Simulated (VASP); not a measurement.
**Ag (Silver): how cutoff and mesh change the relaxed cell**

Aim: test the relaxed volume of Ag (Silver) against cutoff and mesh. The starting structure is a measured crystal structure from the Crystallography Open Database.

Program: VASP 6.6.1. Level of theory: Kohn-Sham DFT with plane waves and PAW; PBEsol. Results are calculated unless marked as measured.

## Step 1: Starting point

Symmetry: Fm-3m, No. 225, cubic system. The conventional cell has a = 4.086 Å, b = 4.086 Å, c = 4.086 Å, α = 90.00°, β = 90.00°, γ = 90.00°. Nearest to Ag lie 12 Ag at 2.89 Å.

## Step 2: Reference relaxation

File INCAR:

```
SYSTEM = Ag
PREC = Accurate
ENCUT = 450
EDIFF = 1E-06
NELM = 100
ISMEAR = 1
SIGMA = 0.1
LREAL = .FALSE.
ALGO = Normal
GGA = PS
NBANDS = 11
LORBIT = 11
LWAVE = .FALSE.
LCHARG = .FALSE.
KPAR = 2
IBRION = 2
NSW = 50
ISIF = 3
EDIFFG = -0.01
```

File POSCAR:

```
Ag
1.0
    0.0000000000      2.0430000000      2.0430000000
    2.0430000000      0.0000000000      2.0430000000
    2.0430000000      2.0430000000      0.0000000000
Ag
1
Direct
    0.0000000000      0.0000000000      0.0000000000
```

File KPOINTS:

```
Automatic mesh
0
Gamma
12 12 12
0 0 0
```

Potentials, in the order of the species: Ag (PBE family, release 64).

Started as:

```
> mpirun -np 2 vasp_std
```

Output:

```text
[banner, memory and clock lines left out]
running    2 mpi-ranks, on    1 nodes
 distrk:  each k-point on    1 cores,    2 groups
 distr:  one band on    1 cores,    1 groups

 POSCAR found type information on POSCAR Ag
 POSCAR found :  1 types and       1 ions
|                                                                             |
|               ----> ADVICE to this user running VASP <----                  |
|                                                                             |
|     You enforced a specific xc type in the INCAR file but a different       |
|     [... a line on the potential file left out ...]
|     I HOPE YOU KNOW WHAT YOU ARE DOING!                                     |
|                                                                             |

 LDA part: xc-table for (Slater+PW92), standard interpolation
 POSCAR, INCAR and KPOINTS ok, starting setup
 FFT: planning ... GRIDC
 FFT: planning ... GRID_SOFT
 FFT: planning ... GRID
 WAVECAR not read
 entering main loop
       N       E                     dE             d eps       ncg     rms          rms(c)
DAV:   1     0.442112951260E+02    0.44211E+02   -0.52046E+03  1664   0.798E+02
DAV:   2    -0.300621167553E+01   -0.47218E+02   -0.45008E+02  1788   0.186E+02
DAV:   3    -0.365051394585E+01   -0.64430E+00   -0.64405E+00  1799   0.233E+01
DAV:   4    -0.365231927176E+01   -0.18053E-02   -0.18053E-02  1728   0.131E+00
DAV:   5    -0.365233357046E+01   -0.14299E-04   -0.14299E-04  1812   0.104E-01    0.555E+00
DAV:   6    -0.331324735292E+01    0.33909E+00   -0.14742E+00  1668   0.113E+01    0.336E+00
DAV:   7    -0.330382230492E+01    0.94250E-02   -0.87993E-03  1776   0.917E-01    0.191E+00
DAV:   8    -0.329981971457E+01    0.40026E-02   -0.70750E-04  1722   0.195E-01    0.798E-02
DAV:   9    -0.329982958935E+01   -0.98748E-05   -0.96929E-06  1749   0.241E-02    0.152E-02
DAV:  10    -0.329983185279E+01   -0.22634E-05   -0.20831E-06  1763   0.129E-02    0.366E-03
DAV:  11    -0.329983175672E+01    0.96074E-07   -0.63202E-08   906   0.226E-03
   1 F= -.32998318E+01 E0= -.32997308E+01  d E =-.329983E+01
 curvature:   0.00 expect dE= 0.000E+00 dE for cont linesearch  0.000E+00
 trial: gam= 0.00000 g(F)=  0.223E-62 g(S)=  0.113E-01 ort = 0.000E+00 (trialstep = 0.100E+01)
 search vector abs. value=  0.113E-01
 bond charge predicted
       N       E                     dE             d eps       ncg     rms          rms(c)
DAV:   1    -0.356199536455E+01   -0.26216E+00   -0.41642E+00  1650   0.217E+01    0.324E+00
DAV:   2    -0.330743636925E+01    0.25456E+00   -0.10807E+00  1641   0.966E+00    0.848E-01
DAV:   3    -0.330294175390E+01    0.44946E-02   -0.73211E-03  1791   0.750E-01    0.549E-01
DAV:   4    -0.330158659370E+01    0.13552E-02   -0.21784E-03  1671   0.325E-01    0.537E-02
DAV:   5    -0.330157807719E+01    0.85165E-05   -0.13535E-05  1707   0.319E-02    0.275E-02
DAV:   6    -0.330158105698E+01   -0.29798E-05   -0.89920E-07  1739   0.711E-03    0.315E-03
DAV:   7    -0.330158115544E+01   -0.98467E-07   -0.36185E-08   897   0.164E-03
   2 F= -.33015812E+01 E0= -.33016484E+01  d E =-.174940E-02
 trial-energy change:   -0.001749  1 .order   -0.001429   -0.011272    0.008414
 step:   0.5961(harm=  0.5726)  dis= 0.00000  next Energy=    -3.303259 (dE=-0.343E-02)
 bond charge predicted
       N       E                     dE             d eps       ncg     rms          rms(c)
DAV:   1    -0.334465062547E+01   -0.43070E-01   -0.68156E-01  1653   0.894E+00    0.132E+00
DAV:   2    -0.330449236134E+01    0.40158E-01   -0.15559E-01  1638   0.374E+00    0.436E-01
DAV:   3    -0.330353505002E+01    0.95731E-03   -0.19310E-03  1803   0.391E-01    0.288E-01
DAV:   4    -0.330326478337E+01    0.27027E-03   -0.32340E-04  1656   0.140E-01    0.105E-02
DAV:   5    -0.330326558878E+01   -0.80541E-06   -0.54918E-06  1734   0.198E-02
   3 F= -.33032656E+01 E0= -.33033028E+01  d E =-.343383E-02
 curvature:  -0.29 expect dE=-0.167E-05 dE for cont linesearch -0.167E-05
 trial: gam= 0.00000 g(F)=  0.658E-71 g(S)=  0.586E-05 ort =-0.257E-03 (trialstep = 0.919E+00)
 search vector abs. value=  0.586E-05
 reached required accuracy - stopping structural energy minimisation
```

Wall time 9 s (2 MPI ranks of Intel Xeon 6975P-C (Granite Rapids), shared host); peak memory 0.26 GiB.

The logs omit lines about the potential files and the build; timing stands in the text.

OUTCAR, selected parts (step 2):

```text
ion  position               nearest neighbor table
   1  0.000  0.000  0.000-

  LATTYP: Found a face centered cubic cell.
 ALAT       =     4.0860000000

 Subroutine GETGRP returns: Found 48 space group operations
 (whereof 48 operations were pure point group operations)

The static configuration has the point symmetry O_h .

 Found     72 irreducible k-points:

   k-points           NKPTS =     72   k-points in BZ     NKDIM =     72   number of bands    NBANDS=     11

   dimension x,y,z NGX =    20 NGY =   20 NGZ =   20
   dimension x,y,z NGXF=    40 NGYF=   40 NGZF=   40

   ENCUT  =  450.0 eV  33.07 Ry    5.75 a.u.   5.00  5.00  5.00*2*pi/ulx,y,z

   NELECT =      11.0000    total number of electrons

 k-points in reciprocal lattice and weights: Automatic mesh
   0.00000000  0.00000000  0.00000000       0.001
   0.08333333  0.00000000  0.00000000       0.005
   0.16666667  0.00000000  0.00000000       0.005
   0.25000000  0.00000000  0.00000000       0.005
   0.33333333  0.00000000  0.00000000       0.005
   0.41666667  0.00000000  0.00000000       0.005
   0.50000000  0.00000000  0.00000000       0.002
   0.08333333  0.08333333  0.00000000       0.003
   0.16666667  0.08333333  0.00000000       0.014
[...]
-0.33333333  0.50000000  0.16666667       0.007
  -0.25000000  0.50000000  0.25000000       0.003

 average (electrostatic) potential at core
       1 -70.4635

 E-fermi :   8.4895

 k-point     1 :       0.0000    0.0000    0.0000
  band No.  band energies     occupation
    ...
      2       3.7098      2.00000
      3       3.7098      2.00000
      4       3.7098      2.00000
      5       4.8029      2.00000
      6       4.8029      2.00000
      7      24.6029      0.00000
      8      28.3191      0.00000
      9      28.3191      0.00000
     10      28.3191      0.00000
     11      33.1985      0.00000

 k-point     2 :       0.0833    0.0000    0.0000
  band No.  band energies     occupation
    ...
      2       3.6587      2.00000
      3       3.7708      2.00000
      4       3.7708      2.00000
      5       4.7803      2.00000
      6       4.7803      2.00000
      7      24.6229      0.00000
      8      26.7227      0.00000
      9      28.4237      0.00000
     10      28.4237      0.00000
     11      32.9979      0.00000

 k-point     3 :       0.1667    0.0000    0.0000
  band No.  band energies     occupation
    ...
      2       3.5938      2.00000
      3       3.8936      2.00000
      4       3.8936      2.00000
      5       4.7728      2.00000
      6       4.7728      2.00000
      7      23.0118      0.00000
      8      25.5418      0.00000
      9      28.6115      0.00000
     10      28.6115      0.00000
     11      31.7297      0.00000

  Total        0.0063657      0.0063657      0.0063657     -0.0000000     -0.0000000     -0.0000000
  in kB        0.6126632      0.6126632      0.6126632     -0.0000000     -0.0000000     -0.0000000
  external PRESSURE =       0.6126632 kB  Pullay stress =       0.0000000 kB

  energy-cutoff  :      450.00
  volume of cell :       16.65
      direct lattice vectors                 reciprocal lattice vectors
     0.000000000  2.026603743  2.026603743    -0.246718186  0.246718186  0.246718186
     2.026603743  0.000000000  2.026603743     0.246718186 -0.246718186  0.246718186
     2.026603743  2.026603743 -0.000000000     0.246718186  0.246718186 -0.246718186

 POSITION                                       TOTAL-FORCE (eV/Angst)
 -----------------------------------------------------------------------------------
      0.00000      0.00000      0.00000         0.000000      0.000000      0.000000
 -----------------------------------------------------------------------------------
    total drift:                                0.000000     -0.000000      0.000000

  FREE ENERGIE OF THE ION-ELECTRON SYSTEM (eV)
  ---------------------------------------------------
  free  energy   TOTEN  =        -3.3032655888 eV

  energy  without entropy=       -3.3033772743  energy(sigma->0) =       -3.30330282

 reached required accuracy - stopping structural energy minimisation

 total charge
# of ion       s       p       d       tot
------------------------------------------
    1        0.424   0.318   9.147   9.889

[... 3 further parts left out ...]
```

This run has no spin polarisation. Its electron count is odd, so without a moment it is a metal by construction. The PAW data sets were made with PBE, which is usual practice but a small mismatch for other functionals. The run keeps the 48 symmetry operations of its start, so it cannot find a distortion of lower symmetry.

The reference relaxation ends at 16.647 Å³ an atom.

## Step 3: Relaxation with a cutoff of 250 eV

Against step 2 the input has ENCUT = 250. This run starts from the cell of an earlier relaxation, which isn't shown; the restart sets up the plane waves anew.

INCAR: that of step 2 with these lines changed.

```diff
@@ -2,3 +2,3 @@
 PREC = Accurate
-ENCUT = 450
+ENCUT = 250
 EDIFF = 1E-06
```

File POSCAR:

```
Ag
1.0
    0.0000000000      2.0159451583      2.0159451583
    2.0159451583      0.0000000000      2.0159451583
    2.0159451583      2.0159451583      0.0000000000
Ag
1
Direct
    0.0000000000      0.0000000000      0.0000000000
```

KPOINTS is that of step 2.

Started as:

```
> mpirun -np 2 vasp_std
```

Output:

```text
[banner, memory and clock lines left out]
running    2 mpi-ranks, on    1 nodes
[...]
[... a notice as in an earlier step ...]

 LDA part: xc-table for (Slater+PW92), standard interpolation
 POSCAR, INCAR and KPOINTS ok, starting setup
[...]
entering main loop
       N       E                     dE             d eps       ncg     rms          rms(c)
DAV:   1     0.220097935457E+02    0.22010E+02   -0.36893E+03  1920   0.481E+02
DAV:   2    -0.344067297414E+01   -0.25450E+02   -0.23920E+02  1761   0.125E+02
DAV:   3    -0.366861145409E+01   -0.22794E+00   -0.22790E+00  1797   0.125E+01
DAV:   4    -0.366911547895E+01   -0.50402E-03   -0.50402E-03  1731   0.573E-01
[...]
DAV:   9    -0.330147356087E+01   -0.69950E-05   -0.18817E-05  1764   0.364E-02    0.120E-02
DAV:  10    -0.330147688835E+01   -0.33275E-05   -0.15981E-06  1745   0.845E-03    0.482E-03
DAV:  11    -0.330147678971E+01    0.98641E-07   -0.15290E-07   903   0.367E-03
   1 F= -.33014768E+01 E0= -.33015457E+01  d E =-.330148E+01
[...]
DAV:   5    -0.330015438238E+01    0.38679E-05   -0.50836E-06  1728   0.178E-02    0.151E-02
DAV:   6    -0.330015565811E+01   -0.12757E-05   -0.23824E-07  1155   0.336E-03    0.138E-03
DAV:   7    -0.330015568486E+01   -0.26748E-07   -0.93659E-09   882   0.751E-04
   2 F= -.33001557E+01 E0= -.33001510E+01  d E =0.132110E-02
 trial-energy change:    0.001321  1 .order    0.001331   -0.004731    0.007393
 step:   0.3914(harm=  0.3902)  dis= 0.00000  next Energy=    -3.302403 (dE=-0.926E-03)
[...]
N       E                     dE             d eps       ncg     rms          rms(c)
DAV:   1    -0.334009709036E+01   -0.39941E-01   -0.62290E-01  1659   0.839E+00    0.121E+00
DAV:   2    -0.330370338640E+01    0.36394E-01   -0.13549E-01  1644   0.341E+00    0.424E-01
DAV:   3    -0.330266097205E+01    0.10424E-02   -0.21492E-03  1797   0.399E-01    0.275E-01
DAV:   4    -0.330240661345E+01    0.25436E-03   -0.28758E-04  1653   0.114E-01    0.813E-03
DAV:   5    -0.330240772507E+01   -0.11116E-05   -0.42304E-06  1748   0.163E-02    0.419E-03
DAV:   6    -0.330240789931E+01   -0.17423E-06   -0.34547E-07   977   0.554E-03
   3 F= -.33024079E+01 E0= -.33024534E+01  d E =-.931110E-03
[...]
reached required accuracy - stopping structural energy minimisation
```

Elapsed: 4.4 s, on 2 MPI ranks; peak memory 0.21 GiB; 6.4 s of CPU time.

Parts of OUTCAR (step 3):

```text
  Total        0.0001060      0.0001060      0.0001060     -0.0000000      0.0000000      0.0000000
  in kB        0.0104724      0.0104724      0.0104724     -0.0000000      0.0000000      0.0000000
  external PRESSURE =       0.0104724 kB  Pullay stress =       0.0000000 kB

 POSITION                                       TOTAL-FORCE (eV/Angst)
 -----------------------------------------------------------------------------------
      0.00000      0.00000      0.00000         0.000000     -0.000000      0.000000
 -----------------------------------------------------------------------------------
    total drift:                                0.000000      0.000000      0.000000

  FREE ENERGIE OF THE ION-ELECTRON SYSTEM (eV)
  ---------------------------------------------------
  free  energy   TOTEN  =        -3.3024078993 eV

  energy  without entropy=       -3.3025444184  energy(sigma->0) =       -3.30245341

[... 2 parts as in an earlier step ...]

[... 2 further parts left out ...]
[key lines of the parts left out:]
E-fermi :   8.8439
```

With a cutoff of 250 eV the cell ends at 16.219 Å³ an atom, -2.57 % from the reference, and since the restart alone still moved it by -1.0 % it may not have settled.

## Step 4: Relaxation with a 6×6×6 mesh

Against step 2 the input has a 6×6×6 mesh.

INCAR: that of step 3 with these lines changed.

```diff
@@ -2,3 +2,3 @@
 PREC = Accurate
-ENCUT = 250
+ENCUT = 450
 EDIFF = 1E-06
```

File POSCAR:

```
Ag
1.0
    0.0000000000      2.0430000000      2.0430000000
    2.0430000000      0.0000000000      2.0430000000
    2.0430000000      2.0430000000      0.0000000000
Ag
1
Direct
    0.0000000000      0.0000000000      0.0000000000
```

File KPOINTS:

```
Automatic mesh
0
Gamma
6 6 6
0 0 0
```

Started as:

```
> mpirun -np 2 vasp_std
```

Output:

```text
[... set-up lines as in an earlier step ...]
 entering main loop
       N       E                     dE             d eps       ncg     rms          rms(c)
DAV:   1     0.417342894786E+02    0.41734E+02   -0.50939E+03   360   0.796E+02
DAV:   2    -0.306729657843E+01   -0.44802E+02   -0.42545E+02   397   0.178E+02
DAV:   3    -0.358226080524E+01   -0.51496E+00   -0.51475E+00   408   0.214E+01
DAV:   4    -0.358361001427E+01   -0.13492E-02   -0.13492E-02   379   0.115E+00
[...]
DAV:   9    -0.323466070817E+01   -0.97431E-05   -0.10606E-05   393   0.252E-02    0.179E-02
DAV:  10    -0.323466269709E+01   -0.19889E-05   -0.24162E-06   385   0.136E-02    0.437E-03
DAV:  11    -0.323466256867E+01    0.12842E-06   -0.73454E-08   197   0.238E-03
   1 F= -.32346626E+01 E0= -.32336890E+01  d E =-.323466E+01
[...]
N       E                     dE             d eps       ncg     rms          rms(c)
DAV:   1    -0.338020237894E+01   -0.14554E+00   -0.23687E+00   367   0.163E+01    0.241E+00
[...]
DAV:   4    -0.323546374265E+01    0.76877E-03   -0.12365E-03   364   0.248E-01    0.398E-02
DAV:   5    -0.323545956170E+01    0.41809E-05   -0.71535E-06   379   0.237E-02    0.202E-02
DAV:   6    -0.323546157956E+01   -0.20179E-05   -0.70459E-07   370   0.600E-03    0.242E-03
DAV:   7    -0.323546164928E+01   -0.69712E-07   -0.30490E-08   194   0.151E-03
   2 F= -.32354616E+01 E0= -.32344858E+01  d E =-.799081E-03
 trial-energy change:   -0.000799  1 .order   -0.000693   -0.006431    0.005045
 step:   0.5740(harm=  0.5604)  dis= 0.00000  next Energy=    -3.236528 (dE=-0.187E-02)
[...]
N       E                     dE             d eps       ncg     rms          rms(c)
DAV:   1    -0.326234327775E+01   -0.26882E-01   -0.43090E-01   367   0.707E+00    0.103E+00
DAV:   2    -0.323734351465E+01    0.25000E-01   -0.96787E-02   358   0.292E+00    0.334E-01
DAV:   3    -0.323669562073E+01    0.64789E-03   -0.14444E-03   397   0.335E-01    0.222E-01
DAV:   4    -0.323652883319E+01    0.16679E-03   -0.20881E-04   361   0.114E-01    0.942E-03
DAV:   5    -0.323652912206E+01   -0.28888E-06   -0.39228E-06   382   0.172E-02
   3 F= -.32365291E+01 E0= -.32355534E+01  d E =-.186655E-02
[...]
reached required accuracy - stopping structural energy minimisation
```

It took 4.2 s on 2 MPI ranks; peak memory 0.24 GiB; 5.9 s of CPU time.

OUTCAR, selected parts (step 4):

```text
  Total        0.0059413      0.0059413      0.0059413      0.0000000      0.0000000     -0.0000000
  in kB        0.5680492      0.5680492      0.5680492      0.0000000      0.0000000     -0.0000000
  external PRESSURE =       0.5680492 kB  Pullay stress =       0.0000000 kB

 POSITION                                       TOTAL-FORCE (eV/Angst)
 -----------------------------------------------------------------------------------
      0.00000      0.00000      0.00000        -0.000000     -0.000000     -0.000000
 -----------------------------------------------------------------------------------
    total drift:                                0.000000      0.000000      0.000000

  FREE ENERGIE OF THE ION-ELECTRON SYSTEM (eV)
  ---------------------------------------------------
  free  energy   TOTEN  =        -3.2365291221 eV

  energy  without entropy=       -3.2336019154  energy(sigma->0) =       -3.23555339

[... 1 part as in an earlier step ...]

[... 3 further parts left out ...]
[key lines of the parts left out:]
E-fermi :   8.2925
```

With a 6×6×6 mesh the cell ends at 16.757 Å³ an atom, +0.66 % from the reference.

(Continued in part 2 of 2.)

[Lines on the potential files, build, host, timing and source positions are cut from VASP's logs without a mark.]

[Logs are printed without paths, hosts, clocks, repeated set-up lines and the standing remarks that a program may print on its own settings, such as how far it seeks lower states.]

[Hosts, paths, dates, database ids (printed as entryN), source tags and the programs' standing remarks are cut or masked in the printed files.]
